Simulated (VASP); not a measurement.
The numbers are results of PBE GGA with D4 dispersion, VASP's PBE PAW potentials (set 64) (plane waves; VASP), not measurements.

The input files of a VASP run:

INCAR:
```
LWAVE = .False.
IBRION = 2   # conjugate gradients
ENCUT = 520
PREC = Accurate
LMAXMIX = 6
EDIFFG = -0.01   # ionic stop
ALGO = Normal   # blocked Davidson
LREAL = .False.
SIGMA = 0.1
LASPH = .True.
EDIFF = 1E-7   # SCF stop (eV)
IVDW = 13   # D4
LCHARG = .False.
GGA = PE   # PBE
ISMEAR = 1   # Methfessel-Paxton
SYSTEM = La
NELM = 100
ISIF = 4   # ions and shape, fixed volume
NSW = 30   # most ionic steps
```

**POSCAR**
```
La
1.0
  1.8718798054  -3.2421911470   0.0000000000
  1.8718798054   3.2421911470   0.0000000000
  0.0000000000   0.0000000000  11.9655533548
La
4
Direct
  0.0000000000   0.0000000000   0.5000000000
  0.0000000000   0.0000000000   0.0000000000
  0.3333330000   0.6666670000   0.2500000000
  0.6666670000   0.3333330000   0.7500000000
```

File KPOINTS:
```
K-points
0
G
  10 10 3
```

POTCAR, in this order: La (PBE.64 set). Program: vasp_std.

Problem. What does the run give for the energy per atom (σ→0), dispersion energy, band gap (on the k-mesh)?

Solution. 
| Property | Result |
|---|---|
| energy per atom (σ→0) | -5.179 eV/atom |
| dispersion energy | -1.189 eV |
| band gap (on the k-mesh) | none (metal, semimetal or under 0.01 eV) |

**OSZICAR**
```
...
DAV:  11    -0.195296229374E+02   -0.19759E-04   -0.70390E-04  2848   0.229E-01    0.233E-02
DAV:  12    -0.195296116229E+02    0.11314E-04   -0.91887E-05  2728   0.513E-02    0.196E-02
DAV:  13    -0.195296091371E+02    0.24859E-05   -0.28410E-05  2600   0.426E-02    0.342E-03
DAV:  14    -0.195296090398E+02    0.97277E-07   -0.38648E-06  2256   0.106E-02    0.123E-03
DAV:  15    -0.195296081564E+02    0.88337E-06   -0.82064E-07  1520   0.572E-03    0.319E-04
DAV:  16    -0.195296078270E+02    0.32945E-06   -0.17765E-07  1400   0.471E-03    0.115E-04
DAV:  17    -0.195296077772E+02    0.49818E-07   -0.45688E-08  1352   0.315E-03
   1 F= -.20718242E+02 E0= -.20717601E+02  d E =-.207182E+02
```

The compound is La in the dhcp structure. This cell is one point of a volume scan, at 1.03 of the reference volume.
